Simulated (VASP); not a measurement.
Data:

```xyz
6
Lattice="4.3974 0.0000 0.0000 0.0000 4.3974 0.0000 0.0000 0.0000 2.9141" Properties=species:S:1:pos:R:3 pbc="T T T"
Cr     0.0000     0.0000     2.9141
Cr     2.1987     2.1987     1.4571
O      1.3306     1.3306     0.0000
O      3.5293     0.8681     1.4571
O      0.8681     3.5293     1.4571
O      3.0669     3.0669     2.9141
```
Starting moments (μB, in the order of the record's atoms Cr Cr O O O O): 2.3 2.3 -0.1 -0.1 -0.1 -0.1.

Method: r2SCAN+rVV10, VASP's PBE PAW potentials (set 64) (plane waves; VASP). Settings: 520 eV cut-off, 8×8×12 Γ-centred mesh, tetrahedra with Blöchl corrections, potentials Cr_pv O.

The cores are frozen, which limits the accuracy of field gradients.

Task: Give the principal components of the electric field gradient (V/Å²) and the asymmetry η at each nucleus.

Result: 
```json
[
 {"atom": "Cr1", "Vxx": "25.2", "Vyy": "24.2", "Vzz": "-49.4", "η": "0.02"},
 {"atom": "Cr2", "Vxx": "25.2", "Vyy": "24.2", "Vzz": "-49.4", "η": "0.02"},
 {"atom": "O3", "Vxx": "-17.9", "Vyy": "-4.7", "Vzz": "22.6", "η": "0.58"},
 {"atom": "O4", "Vxx": "-17.9", "Vyy": "-4.7", "Vzz": "22.6", "η": "0.58"},
 {"atom": "O5", "Vxx": "-17.9", "Vyy": "-4.7", "Vzz": "22.6", "η": "0.58"},
 {"atom": "O6", "Vxx": "-17.9", "Vyy": "-4.7", "Vzz": "22.6", "η": "0.58"}
]
```

The compound is CrO2 in the rutile structure. It was relaxed first.
